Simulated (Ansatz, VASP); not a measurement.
One calculation of CaInH, two programs

```
Ca In H
1.0
     2.70339   -3.67538    0.00000
     2.70339    3.67538    0.00000
     0.00000    0.00000    3.53071
Ca In H
1 1 1
Direct
  0.50000 0.50000 0.50000
  0.00000 0.00000 0.50000
  0.50000 0.50000 0.00000
```

Alike in both runs: task single point; functional PBE; k mesh 4 × 4 × 6; occupations gaussian, width 0.1 eV; no spin polarisation.

|  | VASP | Ansatz |
| --- | --- | --- |
| version | VASP 6.6.1 | Ansatz 0.2.0 |
| potentials or method | VASP PAW PBE potentials, release 64 (Ca_sv, In_d, H) | scalar-relativistic, plane waves, PAW |
| plane-wave cutoff (eV) | 520 | 420 |
| valence electrons in the cell | 24 | 24 |

|  | VASP | Ansatz | Ansatz less VASP |
| --- | --- | --- | --- |
| gap on the k mesh at the Fermi level (eV) | none | none | - |
| pressure (GPa) | 12.8 | 12.7 | -0.07 |
| largest component of the traceless stress (GPa) | 15.57 | 15.43 | -0.137 |

A gap of «none» marks a metal or a gap that the smearing closes.

Caveats: the k mesh is coarse (spacing up to 0.36 Å⁻¹), so the values aren't converged.
